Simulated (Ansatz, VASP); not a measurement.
Two plane-wave programs on SbAs2

File INCAR:

```
SYSTEM = SbAs2
PREC = Accurate ; ENCUT = 600
EDIFF = 1E-6 ; ISMEAR = 0
SIGMA = 0.1 ; LREAL = .FALSE.
LASPH = .TRUE. ; NELM = 100
ALGO = Normal ; ISIF = 3
LWAVE = .FALSE. ; LCHARG = .FALSE.
GGA = PE ; IBRION = 2
NSW = 90 ; EDIFFG = -0.04
```

File KPOINTS:

```
Automatic mesh
0
G
  4 4 4
  0 0 0
```

Contents of POSCAR:

```
SbAs2
1.0
    0.0000000000      4.2757321500      4.2757321500
    4.2757321500      0.0000000000      4.2757321500
    4.2757321500      4.2757321500      0.0000000000
Sb As
2 4
Direct
    0.5000000000      0.5000000000      0.5000000000
    0.7500000000      0.7500000000      0.7500000000
    0.1250000000      0.1250000000      0.1250000000
    0.6250000000      0.1250000000      0.1250000000
    0.1250000000      0.6250000000      0.1250000000
    0.1250000000      0.1250000000      0.6250000000
```

Input for Ansatz:

```yaml
crystal:
  lattice:
    - [0.0, 4.27573215, 4.27573215]
    - [4.27573215, 0.0, 4.27573215]
    - [4.27573215, 4.27573215, 0.0]
  atoms:
    - { symbol: Sb, position: [0.5, 0.5, 0.5] }
    - { symbol: Sb, position: [0.75, 0.75, 0.75] }
    - { symbol: As, position: [0.125, 0.125, 0.125] }
    - { symbol: As, position: [0.625, 0.125, 0.125] }
    - { symbol: As, position: [0.125, 0.625, 0.125] }
    - { symbol: As, position: [0.125, 0.125, 0.625] }
basis:
  ecutwfc: 420
kpoints:
  mp_grid: { grid: [4, 4, 4] }
hamiltonian:
  xc: pbe
scf:
  occupations: { method: gaussian, width: 0.1 }
  lower_state_search: "off"
output:
  forces: true
  stress: true
  eigenvalues: true
relax:
  adjacent_minimum: "off"
  f_tol: 0.04
  max_steps: 70
  cell: { stress_tol: 0.4 }
```

Change from the starting cell: species swapped into the SmRu2 type (Fd-3m, No. 227).

Alike in both runs: task relaxation of cell and atoms; functional PBE; k mesh 4 × 4 × 4; occupations gaussian, width 0.1 eV; no spin polarisation.

```csv
,VASP,Ansatz
version,VASP 6.6.1,Ansatz 0.2.0
potentials or method,"VASP PAW PBE potentials, release 64 (Sb, As)","scalar-relativistic, plane waves, PAW"
plane-wave cutoff (eV),600,420
valence electrons in the cell,30,90
```

VASP gave:

```
gap on the k mesh at the Fermi level, each at its own relaxed structure (eV) : none
relaxed volume (Å³/atom)                                                     : 22.28
relaxed cell length with the largest relative difference (Å)                 : 5.740
energy change over the relaxation (meV/atom)                                 : -108
```

Task: What did Ansatz give for the same quantities?

Result: gap on the k mesh at the Fermi level, each at its own relaxed structure (eV): none; relaxed volume (Å³/atom): 22.43; relaxed cell length with the largest relative difference (Å): 5.752; energy change over the relaxation (meV/atom): -107.

A gap of «none» marks a metal or a gap that the smearing closes. The two sets of potentials don't hold the same shells in valence.

The runs have no spin-orbit coupling, so splittings on Sb are missing.
